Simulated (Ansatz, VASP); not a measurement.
# Cross-check of GaN between VASP and Ansatz, part 2 of 2

Wanted: the spread between two codes on one cell, functional and k mesh. The cell is taken from a series of runs on this material, whose earlier steps may have relaxed, scaled, displaced or heated it; both programs get it as it stands.

VASP 6.6.1 and Ansatz 0.2.0.

So far: Starting point; VASP: dielectric response, PBE.

## (3) Ansatz: dielectric response, PBE

Level of this step: Ansatz beside VASP: Kohn-Sham DFT, plane waves, PBE (Ansatz).

Ansatz runs on its default PAW (the set named soft_2) files.

The same cell, functional and mesh now go to Ansatz, which takes its cutoff from its data sets.

The input, input.yaml:

```yaml
crystal:
  lattice:
    - [0.0, 2.2535006075, 2.2535006075]
    - [2.2535006075, 0.0, 2.2535006075]
    - [2.2535006075, 2.2535006075, 0.0]
  atoms:
    - { symbol: Ga, position: [0.0, 0.0, 0.0] }
    - { symbol: "N", position: [0.75, 0.75, 0.75] }
kpoints:
  mp_grid: { grid: [8, 8, 8] }
hamiltonian:
  xc: pbe
scf:
  occupations: { method: fixed }
dielectric: {}
```

Launch:

```sh
> ansatz run input.yaml --threads 4 --pin off --max-ram 14745MiB --backend cpu --events-out ev --progress --plain --runs-dir out
```

Numbers of over 12 decimals in the logs are rounded to 6 here.

Log:

```text
Engine: ansatz 0.2.0, aarch64-unknown-linux-gnu
Pseudopotentials: kind: paw
Pseudopotential: Ga, paw, valence charge 13, recommended cutoff 420 eV (normal), Ga.paw.azcp
Pseudopotential: N, paw, valence charge 5, recommended cutoff 420 eV (normal), N.paw.azcp
Functional definition: PBE
  parameter kappa = 0.804
  parameter beta = 0.066725
  exchange = pbe_x(kappa = kappa, mu = beta*pi^2/3)
  correlation = pbe_c(beta = beta)
Crystal: 2 atoms, lattice volume = 22.888 Å³
Basis set: ecut = 420 eV, 459 PW (Γ), exchange–correlation on 48×48×48 points (8 copies of the dense FFT grid, shifted against one another)
Bands: 13, of which v1, the nominal top of the filled ones, is band 9 counted from 1 (8 counted from 0)
Symmetry: 24 space group operations
k-points: 95 of 512 (irreducible under 4 space group operations, time reversal used)
Non-local potential: Ga, projectors of the file, l = 0: 2, l = 1: 2, l = 2: 3, l = 3: 1
Non-local potential: N, projectors of the file, l = 0: 2, l = 1: 2, l = 2: 1
PAW form: soft (Blöchl's): semilocal exchange-correlation on the pseudo side does not see the compensation charge
PAW one-centre angular grid: Ga, 590 points (default); XC on 64 Gauss nodes
PAW one-centre angular grid: N, 110 points (default); XC on 64 Gauss nodes
Initial density: superposition of atomic densities (neutral atoms: chi_scale 0, normalization atom), corrected by the library's trained network
Initial wavefunctions: pseudopotential atomic-orbital guess
Functional: x = pbe(κ = 0.804, μ = 0.219515), c = pbe(β = 0.066725)
SCF iter   1: F=—  HF=-4167.897427 eV  |F-HF|=—  |Δ(HF+E_count)|=         —  Δρ=6.19e-4  dr2=2.76e-5  ethr=1.77e-3  ⟨swp⟩=4.2  Hψ=5656  notcnv=0  defer=148
preconditioner: auto → none  [insulator: Δε(μ)=1.714 eV  Ē_g=18.753 eV  n_scr=8 (ndim 8)  ℏωp=32.9 eV  f_vac=0.001  ε∞_Penn≈4.1]
SCF iter   2: F=—  HF=-4167.897719 eV  |F-HF|=—  |Δ(HF+E_count)|=   2.92e-4  Δρ=3.30e-4  dr2=7.28e-6  ethr=1.53e-7  ⟨swp⟩=2.9  Hψ=3137  notcnv=0  defer=189
SCF iter   3: F=—  HF=-4167.897761 eV  |F-HF|=—  |Δ(HF+E_count)|=   4.18e-5  Δρ=1.34e-4  dr2=1.27e-6  ethr=4.04e-8  ⟨swp⟩=2.0  Hψ=2033  notcnv=0  defer=52
SCF iter   4: F=—  HF=-4167.897770 eV  |F-HF|=—  |Δ(HF+E_count)|=   9.05e-6  Δρ=2.15e-5  dr2=8.68e-8  ethr=7.06e-9  ⟨swp⟩=2.0  Hψ=2090  notcnv=0
SCF iter   5: F=—  HF=-4167.897770 eV  |F-HF|=—  |Δ(HF+E_count)|=   8.82e-9  Δρ=1.48e-5  dr2=4.15e-8  ethr=4.82e-10  ⟨swp⟩=2.0  Hψ=2090  notcnv=0
SCF iter   6: F=—  HF=-4167.897770 eV  |F-HF|=—  |Δ(HF+E_count)|=   5.86e-9  Δρ=7.76e-6  dr2=1.23e-8  ethr=2.31e-10  ⟨swp⟩=2.0  Hψ=1705  notcnv=0
SCF iter   7: F=—  HF=-4167.897770 eV  |F-HF|=—  |Δ(HF+E_count)|=   3.21e-9  Δρ=1.84e-6  dr2=6.74e-10  ethr=6.82e-11  ⟨swp⟩=2.0  Hψ=1385  notcnv=0
SCF iter   8: F=-4167.897770 eV  HF=-4167.897770 eV  |F-HF|=5.46e-12  |Δ(HF+E_count)|=  1.29e-10  Δρ=2.10e-7  dr2=8.71e-12  ethr=1.00e-12  ⟨swp⟩=3.0  Hψ=4749  notcnv=0
SCF 1 converged in 8 iterations: F = -4167.897770 eV  dr2 = 8.71e-12
  greatest PAW one-centre occupation: 0.995 electrons in one spin orbital (limit 2), on the Ga atom at site 0 (counted from 0), in its partial waves of l = 2
DFPT response loops at Γ: preconditioner auto → none (the input reference at scf.mixing.eps_inf says where Resta's filter doesn't serve); β = 0.50; Broyden in place of MSR1
── the response to a field inside a basis, on 8×8×8 k-points: an SCF that follows is theirs, and a resumed run solves both again ──
Bands: 10, of which v1, the nominal top of the filled ones, is band 9 counted from 1 (8 counted from 0)
k-points: 60 of 512 (irreducible under 6 space group operations, time reversal used)
Initial density: handed on by an earlier stage of this run
Initial wavefunctions: pseudopotential atomic-orbital guess (no wavefunctions were taken with the density)
Eigensolver: Dense (60 Hₖ)
SCF iter   1: F=—  HF=-4167.901282 eV  |F-HF|=—  |Δ(HF+E_count)|=         —  Δρ=5.83e-4  dr2=1.61e-5  ethr=1.00e-1
preconditioner: auto → none  [insulator: Δε(μ)=2.188 eV  Ē_g=15.241 eV  n_scr=8 (ndim 8)  ℏωp=32.9 eV  f_vac=0.002  ε∞_Penn≈5.7]
SCF iter   2: F=—  HF=-4167.901293 eV  |F-HF|=—  |Δ(HF+E_count)|=   1.10e-5  Δρ=3.44e-4  dr2=8.06e-6  ethr=8.97e-8
SCF iter   3: F=—  HF=-4167.901300 eV  |F-HF|=—  |Δ(HF+E_count)|=   6.70e-6  Δρ=1.10e-4  dr2=2.43e-6  ethr=4.48e-8
SCF iter   4: F=-4167.901299 eV  HF=-4167.901299 eV  |F-HF|=2.63e-8  |Δ(HF+E_count)|=   1.40e-6  Δρ=2.31e-5  dr2=6.99e-8  ethr=1.35e-8
SCF 1 converged in 4 iterations: F = -4167.901299 eV  dr2 = 6.99e-8
DFPT response loops at Γ: mixed as the last ones told, above
SCF converged after 8 iterations
Free energy (F): -4167.897770 eV
Harris-Foulkes:  -4167.897770 eV  (|F-HF|=5.46e-12)
Internal energy: -4167.897770 eV  (E = F + TS)
E sigma→0 (E₀):  -4167.897770 eV
Fermi energy:    9.650461 eV
--- Per-component energies (eV) ---
  E_band       = -5.643022
  E_kinetic    = 247.132669
  E_local      = -1949.946998  (includes V_loc(G=0)·N_el)
  E_nonlocal   = 474.309672
  E_hartree    = 897.114662
  E_xc         = -128.818639
  E_vxc        = -134.162052  (∫ρ·V_xc dr)
  E_paw        = -2120.254319  (= ΣΔE_a)
  E_vpaw       = -437.205717  (= ΣTr[D̂ρ^β])
  E_aug_tail   = 0.000139  (compensation charges beyond the density's cutoff)
  E_ewald      = -1587.434954
  E_smearing   = -0.000000  (= −TS)
  E_closure    = -0.000000  (closes the sum)
  Σ components = -4167.897770   (vs F -4167.897770, Δ=0.00e0)
--- Band table (eV; the first three rows and the last of 95) ---
  k-point 0: bands = [... 5 lower, -3.5203, 9.6505, 9.6505, 9.6505, 11.3671, 19.9614, 19.9614, 19.9614]
  k-point 1: bands = [... 5 lower, -3.5219, 8.1221, 9.4891, 9.4891, 12.5183, 19.2543, 20.1978, 20.1978]
  k-point 2: bands = [... 5 lower, -3.4654, 5.7942, 9.1303, 9.1303, 13.7085, 18.4338, 20.4151, 20.4151]
  k-point 94: bands = [... 5 lower, -1.5450, 3.9562, 5.9590, 6.0143, 15.8706, 18.0351, 19.9149, 20.7605]
--- Dielectric response (ions clamped): 3 representative field directions + reference, inside a basis on a mesh of 512 k-points (Σ response iterations 15) ---
  ε∞ (high-frequency dielectric tensor):
        5.964103    -0.000000    -0.000000
       -0.000000     5.964103     0.000000
       -0.000000     0.000000     5.964103
  Born effective charges Z* (e; rows j = field, columns β = displacement):
    site 0:
         2.67153    0.00000    0.00000
        -0.00000    2.67153    0.00000
         0.00000    0.00000    2.67153
    site 1:
        -2.67153   -0.00000   -0.00000
         0.00000   -2.67153   -0.00000
        -0.00000   -0.00000   -2.67153
  Z* charge neutrality: 6.758e-4 e pre-enforcement
  solved inside a basis spanned on kpoints, on 8×8×8 k-points, its susceptibility summed on 12×12×12: ε∞ is read to err by 2.1e-2, Z* by 1.5e-2 e (field_mesh: kpoints solves on kpoints); Z* is corrected for what the basis lacks
```

The column dr2 measures how far the density is from self-consistency, as an energy; F and HF (Harris–Foulkes) agree once it is small.

## (4) Side by side

Known differences besides the potentials themselves: fixed occupations in Ansatz, narrow Gaussian smearing in VASP; VASP's response is taken on the typed mesh, Ansatz refines its own for the field response alone; the cutoff is 420 eV in Ansatz and 520 eV in VASP; VASP's log repeats an internal error in its field response. Total energies have different zeros and are not compared.

The two programs side by side:

```tsv
quantity	Ansatz	VASP	difference
ε∞ xx	5.96	6.19	-3.70 %
ε∞ yy	5.96	6.19	-3.70 %
ε∞ zz	5.96	6.19	-3.70 %
```

## (5) Results

| Item | Value |
| --- | --- |
| difference in ε∞ xx (dielectric response, PBE) | -3.7 % |

The difference in ε∞ xx is -3.7 % (dielectric response, PBE), within the 5 % picked in this series as the mark of a large difference. Such differences can come from data sets, numerical settings and the points named under the comparisons, not from the functional's error against experiment.

[Lines on the potential files, build, host, timing and source positions are cut from VASP's logs without a mark.]

[Logs are printed without paths, hosts, clocks, repeated set-up lines and the standing remarks that a program may print on its own settings, such as how far it seeks lower states.]

[Hosts, paths, dates, database ids (printed as entryN), source tags and the programs' standing remarks are cut or masked in the printed files.]
